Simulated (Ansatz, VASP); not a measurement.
# Cross-check of H2Pt (rutile type (invented)) between VASP and Ansatz

Aim: how closely do two programs agree when they are given the same cell, functional and k mesh? The cell is generated by rule, not measured, and may not be a known phase. Of the first pair: The two relaxations start from unlike cells of this crystal (the structure described is Ansatz's start), so only their ends are compared.

Calculated with Ansatz 0.2.0; plane waves, with VASP 6.6.1 beside it; relaxation of cell and atoms at PBE.

## (1) The starting structure

Symmetry: P4_2/mnm, No. 136, tetragonal system. The conventional cell has a = 4.988 Å, b = 4.988 Å, c = 3.242 Å, α = 90.00°, β = 90.00°, γ = 90.00°. Nearest to Pt lie 6 H at 2.13 to 2.15 Å. Nearest to H lie 3 Pt at 2.13 to 2.15 Å. Farther neighbours are not listed.

Structure file:

```xyz
6
Lattice="4.9880 0.0000 0.0000 0.0000 4.9880 0.0000 0.0000 0.0000 3.2422" Properties=species:S:1:pos:R:3 pbc="T T T"
Pt    0.0000    0.0000    0.0000
Pt    2.4940    2.4940    1.6211
H     1.5213    1.5213    0.0000
H     3.4667    3.4667    0.0000
H     4.0153    0.9727    1.6211
H     0.9727    4.0153    1.6211
```

## (2) VASP: relaxation of cell and atoms, PBE, pair 1

The relaxed volume is the usual yardstick between codes: in a stiff, nearly cubic crystal its relative difference is about their pressure difference at one cell divided by the bulk modulus.

Lines of VASP's logs that name or quote its potential files are left out, and so is its time.

Contents of INCAR:

```
SYSTEM = H2Pt
PREC = Accurate
ENCUT = 500
EDIFF = 1E-07
NELM = 120
ISMEAR = 0
SIGMA = 0.1
LREAL = .FALSE.
ALGO = Normal
GGA = PE
NBANDS = 18
LASPH = .TRUE.
LORBIT = 11
LWAVE = .FALSE.
LCHARG = .FALSE.
ISIF = 3
IBRION = 2
NSW = 80
EDIFFG = -0.005
GGA_COMPAT = .FALSE.
NELMIN = 4
KPAR = 2
```

Contents of POSCAR:

```
H2Pt
1.0
    4.3727805939      0.0000000000      0.0000000000
    0.0000000000      4.3727805939      0.0000000000
    0.0000000000      0.0000000000      2.7438089021
Pt H
2 4
Direct
    0.0000000000      0.0000000000      0.0000000000
    0.5000000000      0.5000000000      0.5000000000
    0.2992344954      0.2992344954      0.0000000000
    0.7007655046      0.7007655046      0.0000000000
    0.7992344954      0.2007655046      0.5000000000
    0.2007655046      0.7992344954      0.5000000000
```

Contents of KPOINTS:

```
Automatic mesh
0
Gamma
4 4 6
0 0 0
```

The projector-augmented-wave data sets are Pt and H (PBE family, release 64).

Command:

```bash
> mpirun -np 2 vasp_std
```

Numbers of over 12 decimals in the logs are rounded to 6 here.

The program printed:

```text
[banner, memory and clock lines left out]
running    2 mpi-ranks, on    1 nodes
 distrk:  each k-point on    1 cores,    2 groups
 distr:  one band on    1 cores,    1 groups

 POSCAR found type information on POSCAR PtH
 POSCAR found :  2 types and       6 ions
 LDA part: xc-table for (Slater+PW92), standard interpolation
 POSCAR, INCAR and KPOINTS ok, starting setup
 FFT: planning ... GRIDC
 FFT: planning ... GRID_SOFT
 FFT: planning ... GRID
 WAVECAR not read
 entering main loop
       N       E                     dE             d eps       ncg     rms          rms(c)
DAV:   1     0.106923078832E+03    0.10692E+03   -0.11584E+04   872   0.118E+03
DAV:   2    -0.229212541726E+02   -0.12984E+03   -0.12493E+03   982   0.242E+02
DAV:   3    -0.265154899462E+02   -0.35942E+01   -0.35562E+01  1008   0.398E+01
DAV:   4    -0.265424538809E+02   -0.26964E-01   -0.26945E-01   982   0.361E+00
DAV:   5    -0.265427980988E+02   -0.34422E-03   -0.34421E-03   970   0.422E-01    0.177E+01
DAV:   6    -0.253259498743E+02    0.12168E+01   -0.30978E+00   898   0.142E+01    0.778E+00
DAV:   7    -0.252748173444E+02    0.51133E-01   -0.15260E-01   906   0.263E+00    0.375E+00
DAV:   8    -0.252650155562E+02    0.98018E-02   -0.16924E-02   916   0.983E-01    0.381E-01
DAV:   9    -0.252646461114E+02    0.36944E-03   -0.67136E-04   928   0.198E-01    0.148E-01
DAV:  10    -0.252647583240E+02   -0.11221E-03   -0.12938E-04   890   0.799E-02    0.151E-02
DAV:  11    -0.252647621069E+02   -0.37829E-05   -0.44362E-06  1044   0.149E-02    0.137E-02
DAV:  12    -0.252647616113E+02    0.49563E-06   -0.11612E-06   890   0.727E-03    0.396E-03
DAV:  13    -0.252647612930E+02    0.31824E-06   -0.61608E-08   684   0.177E-03    0.573E-04
DAV:  14    -0.252647612978E+02   -0.47651E-08   -0.90285E-09   460   0.687E-04
   1 F= -.25264761E+02 E0= -.25261322E+02  d E =-.252648E+02
 curvature:   0.00 expect dE= 0.000E+00 dE for cont linesearch  0.000E+00
 trial: gam= 0.00000 g(F)=  0.476E-05 g(S)=  0.169E-03 ort = 0.000E+00 (trialstep = 0.100E+01)
 search vector abs. value=  0.174E-03
 bond charge predicted
       N       E                     dE             d eps       ncg     rms          rms(c)
DAV:   1    -0.252656644446E+02   -0.90315E-03   -0.15416E-02   888   0.109E+00    0.191E-01
DAV:   2    -0.252648339282E+02    0.83052E-03   -0.22580E-03   886   0.411E-01    0.589E-02
DAV:   3    -0.252648245105E+02    0.94177E-05   -0.82819E-05   900   0.645E-02    0.319E-02
DAV:   4    -0.252648248194E+02   -0.30890E-06   -0.14643E-05   914   0.228E-02    0.650E-03
DAV:   5    -0.252648249413E+02   -0.12192E-06   -0.12966E-06   988   0.954E-03    0.263E-03
DAV:   6    -0.252648249660E+02   -0.24654E-07   -0.95793E-08   456   0.215E-03
   2 F= -.25264825E+02 E0= -.25261392E+02  d E =-.636682E-04
 trial-energy change:   -0.000064  1 .order   -0.000061   -0.000174    0.000053
 step:   0.7812(harm=  0.7679)  dis= 0.00013  next Energy=   -25.264831 (dE=-0.694E-04)
 bond charge predicted
       N       E                     dE             d eps       ncg     rms          rms(c)
DAV:   1    -0.252648721076E+02   -0.47166E-04   -0.74150E-04   890   0.240E-01    0.416E-02
DAV:   2    -0.252648326988E+02    0.39409E-04   -0.10810E-04   888   0.900E-02    0.130E-02
DAV:   3    -0.252648316431E+02    0.10557E-05   -0.39652E-06   900   0.141E-02    0.702E-03
DAV:   4    -0.252648308119E+02    0.83122E-06   -0.68979E-07   916   0.496E-03    0.145E-03
DAV:   5    -0.252648307463E+02    0.65568E-07   -0.58426E-08   438   0.207E-03
   3 F= -.25264831E+02 E0= -.25261396E+02  d E =-.694485E-04
 curvature:  -0.38 expect dE=-0.188E-05 dE for cont linesearch -0.112E-06
 trial: gam= 0.06926 g(F)=  0.271E-06 g(S)=  0.464E-05 ort =-0.715E-05 (trialstep = 0.956E+00)
 search vector abs. value=  0.476E-05
 reached required accuracy - stopping structural energy minimisation
```

OUTCAR, selected parts (step 2):

```text
ion  position               nearest neighbor table
   1  0.000  0.000  0.000-   5 1.85   6 1.85   5 1.85   6 1.85   3 1.85   4 1.85   2 3.38   2 3.38
                             2 3.38   2 3.38   2 3.38   2 3.38   2 3.38   2 3.38
   2  0.500  0.500  0.500-   3 1.85   4 1.85   3 1.85   4 1.85   5 1.85   6 1.85   1 3.38   1 3.38
                             1 3.38   1 3.38   1 3.38   1 3.38   1 3.38   1 3.38
   3  0.299  0.299  0.000-   2 1.85   2 1.85   1 1.85
   4  0.701  0.701  0.000-   2 1.85   2 1.85   1 1.85
   5  0.799  0.201  0.500-   1 1.85   1 1.85   2 1.85
   6  0.201  0.799  0.500-   1 1.85   1 1.85   2 1.85

  LATTYP: Found a simple tetragonal cell.
 ALAT       =     4.3727805939
 C/A-ratio  =     0.6274746339

 Subroutine GETGRP returns: Found 16 space group operations
 (whereof  8 operations were pure point group operations)

The static configuration has the point symmetry D_2h.
 The point group associated with its full space group is D_4h.

 Found     24 irreducible k-points:

   k-points           NKPTS =     24   k-points in BZ     NKDIM =     24   number of bands    NBANDS=     18

   dimension x,y,z NGX =    32 NGY =   32 NGZ =   20
   dimension x,y,z NGXF=    64 NGYF=   64 NGZF=   40

   ENCUT  =  500.0 eV  36.75 Ry    6.06 a.u.   7.97  7.97  5.00*2*pi/ulx,y,z

   NELECT =      24.0000    total number of electrons

 k-points in reciprocal lattice and weights: Automatic mesh
   0.00000000  0.00000000  0.00000000       0.010
   0.25000000  0.00000000  0.00000000       0.042
   0.50000000  0.00000000  0.00000000       0.021
   0.25000000  0.25000000  0.00000000       0.042
   0.50000000  0.25000000  0.00000000       0.042
   0.50000000  0.50000000  0.00000000       0.010
   0.00000000  0.00000000  0.16666667       0.021
   0.25000000  0.00000000  0.16666667       0.083
   0.50000000  0.00000000  0.16666667       0.042
[...]
0.50000000  0.25000000  0.50000000       0.042
   0.50000000  0.50000000  0.50000000       0.010

 average (electrostatic) potential at core
       1 -68.0196       2 -68.0196       3 -31.6183       4 -31.6183       5 -31.6183
       6 -31.6183

 E-fermi :   5.6792

 k-point     1 :       0.0000    0.0000    0.0000
  band No.  band energies     occupation
    ...
      9       3.8682      2.00000
     10       4.2131      2.00000
     11       4.4455      2.00000
     12       4.7377      2.00000
     13       4.7377      2.00000
     14       7.6611      0.00000
     15      13.6763      0.00000
     16      13.6763      0.00000
     17      14.4977      0.00000
     18      14.7578      0.00000

 k-point     2 :       0.2500    0.0000    0.0000
  band No.  band energies     occupation
    ...
      9       3.9307      2.00000
     10       3.9467      2.00000
     11       4.6212      2.00000
     12       4.6419      2.00000
     13       5.6991      0.77864
     14       8.7680      0.00000
     15      11.9015      0.00000
     16      12.9273      0.00000
     17      14.5691      0.00000
     18      16.4753      0.00000

 k-point     3 :       0.5000    0.0000    0.0000
  band No.  band energies     occupation
    ...
      8       3.1523      2.00000
      9       4.0377      2.00000
     10       4.0377      2.00000
     11       4.4974      2.00000
     12       4.4974      2.00000
     13       8.0490      0.00000
     14       8.0490      0.00000
     15      11.7581      0.00000
     16      11.7581      0.00000
     17      15.8468      0.00000
    ...

  Total       -0.0080197     -0.0080197      0.0211756      0.0000000      0.0000000      0.0000000
  in kB       -0.2452864     -0.2452864      0.6476670      0.0000000      0.0000000      0.0000000
  external PRESSURE =       0.0523647 kB  Pullay stress =       0.0000000 kB

  energy-cutoff  :      500.00
  volume of cell :       52.38
      direct lattice vectors                 reciprocal lattice vectors
     4.370800313 -0.000000000  0.000000000     0.228791052  0.000000000  0.000000000
    -0.000000000  4.370800313  0.000000000     0.000000000  0.228791052  0.000000000
     0.000000000  0.000000000  2.742029343     0.000000000  0.000000000  0.364693399

 POSITION                                       TOTAL-FORCE (eV/Angst)
 -----------------------------------------------------------------------------------
     -0.00000      4.37080      0.00000         0.000000     -0.000000     -0.000000
      2.18540      2.18540      1.37101        -0.000000     -0.000000     -0.000000
      1.30803      1.30803      0.00000         0.000838      0.000838      0.000000
      3.06277      3.06277      0.00000        -0.000838     -0.000838     -0.000000
      3.49343      0.87737      1.37101         0.000838     -0.000838     -0.000000
      0.87737      3.49343      1.37101        -0.000838      0.000838      0.000000
 -----------------------------------------------------------------------------------
    total drift:                                0.000000     -0.000000     -0.000000

  FREE ENERGIE OF THE ION-ELECTRON SYSTEM (eV)
  ---------------------------------------------------
  free  energy   TOTEN  =       -25.2648307463 eV

  energy  without entropy=      -25.2579621415  energy(sigma->0) =      -25.26139644

 reached required accuracy - stopping structural energy minimisation

 total charge
# of ion       s       p       d       tot
------------------------------------------
    1        0.630   0.528   8.209   9.368
    2        0.630   0.528   8.209   9.368
    3        0.499   0.031   0.000   0.530
    4        0.499   0.031   0.000   0.530
    5        0.499   0.031   0.000   0.530
    6        0.499   0.031   0.000   0.530
--------------------------------------------------
tot          3.258   1.180  16.419  20.857

[... 3 further parts left out ...]
```

## (3) Ansatz: relaxation of cell and atoms, PBE, pair 1

Ansatz runs on its default PAW (the set named soft_2) files.

Its own start cell and the same functional, mesh and smearing now go to Ansatz, which takes its cutoff from its data sets.

Contents of input.yaml:

```yaml
crystal:
  lattice:
    - [4.988, 0.0, 0.0]
    - [0.0, 4.988, 0.0]
    - [0.0, 0.0, 3.2422]
  atoms:
    - { symbol: Pt, position: [0.0, 0.0, 0.0] }
    - { symbol: Pt, position: [0.5, 0.5, 0.5] }
    - { symbol: H, position: [0.305, 0.305, 0.0] }
    - { symbol: H, position: [0.695, 0.695, 0.0] }
    - { symbol: H, position: [0.805, 0.195, 0.5] }
    - { symbol: H, position: [0.195, 0.805, 0.5] }
kpoints:
  mp_grid: { grid: [4, 4, 6] }
hamiltonian:
  xc: pbe
scf:
  occupations: { method: gaussian, width: 0.1 }
output:
  forces: true
  stress: true
  eigenvalues: true
relax:
  adjacent_minimum: "off"
  f_tol: 0.05
  max_steps: 80
  cell: { stress_tol: 0.5 }
```

Command:

```bash
> ansatz run input.yaml --threads 4 --pin off --max-ram 9216MiB --backend cpu --events-out ev --progress --plain --runs-dir out
```

The program printed:

```text
The last accepted step is kept in <dir> (removed where the run ends without a failure and the disk answers)
Engine: ansatz 0.2.0, aarch64-unknown-linux-gnu
Pseudopotentials: kind: paw
Pseudopotential: Pt, paw, valence charge 18, recommended cutoff 420 eV (normal), Pt.paw.azcp
Pseudopotential: H, paw, valence charge 1, recommended cutoff 420 eV (normal), H.paw.azcp
Functional definition: PBE
  parameter kappa = 0.804
  parameter beta = 0.066725
  exchange = pbe_x(kappa = kappa, mu = beta*pi^2/3)
  correlation = pbe_c(beta = beta)
Crystal: 6 atoms, lattice volume = 80.666 Å³
Basis set: ecut = 420 eV, 1575 PW (Γ), exchange–correlation on 72×72×48 points (8 copies of the dense FFT grid, shifted against one another)
Bands: 26, of which v1, the nominal top of the filled ones, is band 20 counted from 1 (19 counted from 0)
Symmetry: 16 space group operations
Space group: P42/mnm (ITA 136), of the structure as read, at distance tolerance 4.3e-5 Å
k-points: 24 of 96
Non-local potential: Pt, projectors of the file, l = 0: 3, l = 1: 2, l = 2: 2, l = 3: 1
Non-local potential: H, projectors of the file, l = 0: 2, l = 1: 1
PAW form: soft (Blöchl's): semilocal exchange-correlation on the pseudo side does not see the compensation charge
PAW one-centre angular grid: Pt, 590 points (default); XC on 64 Gauss nodes
PAW one-centre angular grid: H, 110 points (default); XC on 64 Gauss nodes
Initial density: superposition of atomic densities (neutral atoms: chi_scale 0, normalization atom), corrected by the library's trained network
Initial wavefunctions: pseudopotential atomic-orbital guess
Functional: x = pbe(κ = 0.804, μ = 0.219515), c = pbe(β = 0.066725)
SCF iter   1: F=—  HF=-25105.732626 eV  |F-HF|=—  |Δ(HF+E_count)|=         —  Δρ=7.76e-3  dr2=6.14e-2  ethr=1.77e-3  ⟨swp⟩=5.3  Hψ=2358  notcnv=0
preconditioner: auto → LDOS  [insulator: Δε(μ)=0.138 eV  Ē_g=6.959 eV  σ=0.100 eV  W_gap=0.67  n_scr=18 (ndim 8)  ℏωp=20.3 eV  f_vac=0.079  D(μ)=1.93/eV (n_scr^D=10)  ε∞_Penn≈9.5  β→1.0]
SCF iter   2: F=—  HF=-25105.725013 eV  |F-HF|=—  |Δ(HF+E_count)|=   7.61e-3  Δρ=3.36e-3  dr2=8.43e-3  ethr=1.54e-4  ⟨swp⟩=2.0  Hψ=1104  notcnv=0  defer=4
SCF iter   3: F=—  HF=-25105.723563 eV  |F-HF|=—  |Δ(HF+E_count)|=   1.45e-3  Δρ=9.83e-4  dr2=9.41e-4  ethr=2.11e-5  ⟨swp⟩=2.5  Hψ=1038  notcnv=0  defer=4
SCF iter   4: F=—  HF=-25105.723358 eV  |F-HF|=—  |Δ(HF+E_count)|=   2.05e-4  Δρ=1.69e-4  dr2=2.81e-5  ethr=2.35e-6  ⟨swp⟩=2.3  Hψ=874  notcnv=0  defer=4
SCF iter   5: F=—  HF=-25105.723345 eV  |F-HF|=—  |Δ(HF+E_count)|=   1.27e-5  Δρ=2.12e-5  dr2=3.32e-7  ethr=7.03e-8  ⟨swp⟩=2.3  Hψ=847  notcnv=0  defer=4
SCF iter   6: F=-25105.723345 eV  HF=-25105.723345 eV  |F-HF|=3.95e-9  |Δ(HF+E_count)|=   3.87e-8  Δρ=2.90e-6  dr2=2.91e-9  ethr=2.50e-10  ⟨swp⟩=7.0  Hψ=2324  notcnv=0
SCF 1 converged in 6 iterations: F = -25105.723345 eV  dr2 = 2.91e-9
  greatest PAW one-centre occupation: 1.000 electrons in one spin orbital (limit 2), on the Pt atom at site 1 (counted from 0), in its partial waves of l = 0
relax step   1: F+E_penalty+E_count = -25105.72334494 eV  Δ(F+E_penalty+E_count) = +0.000e0 eV  max|allowed force component| = 2.287e-1 eV/Å  Δτ_max = 0.0000 Å  P = -24.404 GPa  Ω = 80.666 Å³  (6 SCF iters, dr2 threshold 1.00e-7 eV, accepted)
[...]
relax step   6: F+E_penalty+E_count = -25109.05828051 eV  Δ(F+E_penalty+E_count) = -1.487e-2 eV  max|allowed force component| = 1.178e-2 eV/Å  Δτ_max = 0.0238 Å  P = -0.541 GPa  Ω = 52.698 Å³  energy of the carried Pulay correction = +2.130e-2 eV  (6 SCF iters, dr2 threshold 6.00e-7 eV, accepted)
[...]
relax step   7: F+E_penalty+E_count = -25109.05897763 eV  Δ(F+E_penalty+E_count) = -6.971e-4 eV  max|allowed force component| = 4.645e-4 eV/Å  Δτ_max = 0.0046 Å  P = +0.005 GPa  Ω = 52.493 Å³  energy of the carried Pulay correction = +2.149e-2 eV  (6 SCF iters, dr2 threshold 6.00e-7 eV, accepted)
[...]
relax step   8: F+E_penalty+E_count = -25109.04554888 eV  Δ(F+E_penalty+E_count) = +1.343e-2 eV  max|allowed force component| = 5.449e-4 eV/Å  Δτ_max = 0.0000 Å  P = -0.110 GPa  Ω = 52.493 Å³  stress off target by 1.13e-1 GPa  SCF on the basis re-selected at this cell (its energy is not comparable with the rows above)  (6 SCF iters)
basis re-selected at this cell: Δ(F+E_penalty+E_count) = +1.343e-2 eV, ΔP = -0.115 GPa vs the last step (what re-selecting the basis moved, of the pressure what is left beyond the Pulay correction that the steps carried, after the strain that the cell walked since its last selection, with what the two solves' SCF thresholds leave and, on support functions, any second-order correction that the steps lacked; it is no measure of the basis error at this ecutwfc). The dense FFT grid was sized anew with the basis: this SCF ran on 30×30×20 points, the steps before it on 36×36×24, so part of this shift can come from that change (see relax.cell in the input reference). [rest of the remark cut]
SCF converged after 6 iterations
Free energy (F): -25109.045549 eV
Harris-Foulkes:  -25109.045549 eV  (|F-HF|=7.28e-12)
Internal energy: -25109.038460 eV  (E = F + TS)
E sigma→0 (E₀):  -25109.042004 eV
Entropy (-TS):   -0.007089 eV (-1.181 meV/atom)
Fermi energy:    12.821017 eV
--- Per-component energies (eV) ---
  E_band       = -597.657441
  E_kinetic    = 1329.072241
  E_local      = -4388.703299  (includes V_loc(G=0)·N_el)
  E_nonlocal   = 406.213821
  E_hartree    = 1643.725930
  E_xc         = -558.802659
  E_vxc        = -651.254901  (∫ρ·V_xc dr)
  E_paw        = -18910.626780  (= ΣΔE_a)
  E_vpaw       = -580.433316  (= ΣTr[D̂ρ^β])
  E_aug_tail   = -0.004053  (compensation charges beyond the density's cutoff)
  E_ewald      = -4629.913662
  E_smearing   = -0.007089  (= −TS)
  E_closure    = 0.000000  (closes the sum)
  Σ components = -25109.045549   (vs F -25109.045549, Δ=0.00e0)
--- Forces (eV/Å), atoms counted from 1 ---
  atom   1  Pt    -0.00000000    -0.00000000     0.00000000
  atom   2  Pt     0.00000000     0.00000000     0.00000000
  atom   3  H     -0.00054492    -0.00054492     0.00000000
  atom   4  H      0.00054492     0.00054492     0.00000000
  atom   5  H     -0.00054492     0.00054492     0.00000000
  atom   6  H      0.00054492    -0.00054492     0.00000000
  max |Σ_I F_I| component: 3.25e-19 eV/Å
--- Stress (GPa, compression-positive) ---
       -0.113498       0.000000       0.000000
        0.000000      -0.113498       0.000000
        0.000000       0.000000      -0.103280
  P = ⅓ Tr σ = -0.1101 GPa (-1.101 kbar)
--- Band table (eV; the first three rows and the last of 24) ---
  k-point 0: bands = [... 16 lower, 11.0101, 11.3447, 11.5807, 11.8787, 11.8787, 14.8048, 20.8175, 20.8175, ... 2 higher]
  k-point 1: bands = [... 16 lower, 10.6225, 11.3151, 11.4585, 13.1105, 13.1105, 14.8293, 19.4951, 21.7266, ... 2 higher]
  k-point 2: bands = [... 16 lower, 10.8683, 11.1125, 11.1211, 15.2935, 15.5442, 15.5442, 16.2516, 22.1392, ... 2 higher]
  k-point 23: bands = [... 16 lower, 11.0133, 11.0133, 13.5820, 13.5820, 16.4612, 16.4612, 16.6016, 16.6016, ... 2 higher]
--- Relaxed structure (7 steps of the walk, 7 accepted, 1 SCFs on fresh bases) ---
  F+E_penalty+E_count = -25109.04554888 eV   max|allowed force component| = 5.449e-4 eV/Å   (the final SCF, on the basis selected at the relaxed cell)
  cell:  # Å, volume = 52.4929 Å³
    - [4.373413, 0, 0.0]
    - [0, 4.373413, 0.0]
    - [0.0, 0.0, 2.744476]
  atoms:
    - { symbol: Pt, position: [-1.1592645522432554e-19, 0, 0.0] }
    - { symbol: Pt, position: [0.500000, 0.500000, 0.500000] }
    - { symbol: H, position: [0.299502, 0.299502, 0.0] }
    - { symbol: H, position: [0.700498, 0.700498, 0.0] }
    - { symbol: H, position: [0.799502, 0.200498, 0.500000] }
    - { symbol: H, position: [0.200498, 0.799502, 0.500000] }
```

Reading the cycles: dr2 is the Hartree energy of the density residual (eV), the measure of convergence; HF is the Harris–Foulkes estimate of the energy, which meets the free energy F at convergence.

## (4) Differences

Known differences besides the potentials themselves: the data sets hold 40 valence electrons in Ansatz (on its default PAW (the set named soft_2) files) and 24 in VASP; the cutoff is 420 eV in Ansatz and 500 eV in VASP; Ansatz adds a Pulay correction to the stress that steers its cell, VASP none. Total energies have different zeros and are not compared.

Compared:

| quantity | Ansatz | VASP | difference |
| --- | --- | --- | --- |
| volume (Å³) | 52.49 | 52.38 | +0.21 % |
| edge a after relaxation, in the typed setting (Å) | 4.373 | 4.371 | +0.06 % |
| edge c after relaxation, in the typed setting (Å) | 2.744 | 2.742 | +0.09 % |

(Continued in part 2 of 2.)

[Lines on the potential files, build, host, timing and source positions are cut from VASP's logs without a mark.]

[Logs are printed without paths, hosts, clocks, repeated set-up lines and the standing remarks that a program may print on its own settings, such as how far it seeks lower states.]

[Hosts, paths, dates, database ids (printed as entryN), source tags and the programs' standing remarks are cut or masked in the printed files.]
